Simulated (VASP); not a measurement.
Data:

```
CELL_PARAMETERS angstrom
      0.00000     2.39321     2.39321
      2.39321     0.00000     2.39321
      2.39321     2.39321     0.00000
ATOMIC_POSITIONS crystal
  B  0.00000 0.00000 0.00000
  As 0.25000 0.25000 0.25000
```

The numbers are results of r2SCAN meta-GGA, VASP's PBE PAW potentials (set 64) (plane waves; VASP), not measurements. Run with 520 eV cut-off, 17×17×17 Γ-centred mesh, Gaussian smearing of 0.010 eV, potentials B As.

### Question
Give the direction-averaged independent-particle dielectric function (no local fields, no excitons; a broadening of 0.1 eV leaves a tail below the gap, and fine structure carries the noise of the k-mesh).

### Answer

```tsv
ħω (eV)	ε₁	ε₂
0.00	9.26	0.00
0.30	9.28	0.01
0.70	9.38	0.04
1.10	9.57	0.06
1.40	9.78	0.08
1.80	10.17	0.12
2.20	10.72	0.17
2.50	11.29	0.22
2.90	12.40	0.35
3.30	14.36	0.80
3.60	16.48	2.70
4.00	17.39	4.78
4.40	16.01	8.16
4.70	16.85	11.44
5.10	15.89	13.07
5.50	12.69	18.49
5.80	14.95	26.69
6.20	0.63	20.34
6.60	-14.06	20.37
6.90	-7.69	11.76
7.30	-4.49	9.51
7.70	-3.64	10.69
8.00	-8.57	9.96
8.40	-5.88	4.65
8.80	-5.70	5.03
9.10	-5.43	3.41
9.50	-3.57	3.50
9.90	-4.43	3.43
10.20	-3.55	2.33
10.60	-3.23	2.25
11.00	-2.74	1.70
11.40	-2.03	1.79
```
ε₂ peaks at 5.9 eV (height 31.5), 6.5 eV (height 28.3); ε₁(0) averages 9.26, so the electronic refractive index below the gap tends to √9.26 = 3.04.

The compound is BAs in the zinc blende structure. It was relaxed first.
